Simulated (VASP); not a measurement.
A run of VASP 6.6.1 is set up as follows.

File INCAR:

```
PREC = Normal ; ENCUT = 520
EDIFF = 1E-4 ; ISMEAR = 0
SIGMA = 0.15 ; LREAL = F
LASPH = T ; NELM = 60
ALGO = Fast ; ISIF = 3
LWAVE = F ; LCHARG = F
GGA = PE ; IBRION = 2
NSW = 24 ; EDIFFG = -0.08
KPAR = 2
```

Contents of KPOINTS:

```
Automatic mesh
0
Gamma
  5 5 5
```

Contents of POSCAR:

```
CaZr2N2
1.0
   -1.8031464300      1.8031464300      5.9935564800
    1.8031464300     -1.8031464300      5.9935564800
    1.8031464300      1.8031464300     -5.9935564800
Ca Zr N
1 2 2
Direct
    0.0000000000      0.0000000000      0.0000000000
    0.6523965000      0.6523965000      0.0000000000
    0.3476035000      0.3476035000      0.0000000000
    0.1424749900      0.1424749900      0.0000000000
    0.8575250100      0.8575250100      0.0000000000
```

Potentials or basis: VASP PAW PBE potentials, release 64 (Ca_sv, Zr_sv, N).

Launch:

```sh
$ cat potpaw_PBE.64/Ca_sv/POTCAR potpaw_PBE.64/Zr_sv/POTCAR potpaw_PBE.64/N/POTCAR > POTCAR
$ mpirun -np 2 vasp_std > vasp.out
```

Task: What does it give for the band gap on the k mesh?

Result: None (metal or under the smearing width).

Task: Predict the space group after relaxing (to 0.05 Å).

Result: I4/mmm (No. 139).

Task: Predict the relaxed cell.

Result: a = 7.716 Å, b = 7.716 Å, c = 7.716 Å, α = 155.64°, β = 155.64°, γ = 34.72°.

Task: What does it give for the relaxed volume?

Result: 15.62 Å³/atom.

Step by step:
```tsv
step	energy change (eV)	largest force (eV/Å)	pressure (GPa)	volume (Å³)
1	0.0000	11.8575	14.79	77.95
2	-6.0953	3.7460	-14.29	89.23
3	-7.0983	3.7105	-15.28	85.52
4	-7.1131	3.6770	-15.17	85.27
5	-7.1065	3.5778	-14.46	84.45
6	-8.0686	1.0362	18.76	69.89
7	-8.2423	2.0190	6.80	73.40
8	-8.5922	0.3876	4.01	76.15
9	-8.5996	0.4573	3.72	76.75
10	-8.6103	0.3616	-4.71	80.71
11	-8.6392	0.1988	-1.05	78.82
12	-8.6479	0.1714	-0.04	78.25
13	-8.6481	0.1654	0.11	78.16
14	-8.6511	0.1143	0.20	78.13
15	-8.6535	0.0513	0.26	78.08
```

Caveat: the k mesh is coarse (spacing up to 0.49 Å⁻¹), so the values aren't converged; the relaxation stopped at a loose force limit of 0.08 eV/Å, so its end isn't a converged minimum.
